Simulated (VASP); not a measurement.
Method: SCAN meta-GGA, VASP's PBE PAW potentials (set 64) (plane waves; VASP).

A VASP calculation is set up with these files.

### KPOINTS
```
Automatic mesh
0
Gamma
5 5 4
0 0 0
```

### POSCAR
```
Te
1
    4.3751637678    -0.0000000000    -0.0000000000
   -2.1875818839     3.7890028281     0.0000000000
    0.0000000000     0.0000000000     5.8909394736
Te
3
Direct
  0.2806898254   0.0000000000   0.3333330000
  1.0000000000   0.2806898254   0.6666670000
  0.7193101746   0.7193101746   0.0000000000
```

**INCAR**
```
! general
SYSTEM =Te
PREC   =Accurate
ENCUT  =400   ! plane-wave cut-off (eV)
LREAL  =.FALSE.   ! projection in real space or not
LASPH  =.TRUE.   ! aspherical one-centre terms

! electronic loop
EDIFF  =1E-6   ! SCF stop (eV)
NELM   =100   ! most electronic steps
ALGO   =Normal   ! blocked Davidson
LMAXMIX=4   ! l cut-off of mixed one-centre charges
LMIXTAU=.TRUE.

! smearing
ISMEAR =0   ! Gaussian
SIGMA  =0.05   ! width (eV)

! functional
METAGGA=SCAN

! ions
IBRION =2   ! conjugate gradients
NSW    =60   ! most ionic steps
ISIF   =3
EDIFFG =-0.02

! output
LWAVE  =.FALSE.
LCHARG =.FALSE.
```

POTCAR, in this order: Te (PBE.64 set). Program: vasp_std.

### Question
What will the output report for the number of irreducible k-points (NKPTS), number of bands (NBANDS), largest plane-wave count, number of space-group operations, FFT grid (NGX, NGY, NGZ)?

### Answer

| Quantity | Result |
|---|---|
| number of irreducible k-points (NKPTS) | 17 |
| number of bands (NBANDS) | 13 |
| largest plane-wave count | 1797 |
| number of space-group operations | 6 |
| FFT grid (NGX, NGY, NGZ) | 30 × 30 × 40 |

The structure comes from a measured Te entry (P3_121) of the Crystallography Open Database, whose conditions weren't checked. This run relaxes it. Symmetry was kept, so distortions that lower it aren't found. The start is the result of an earlier pass.
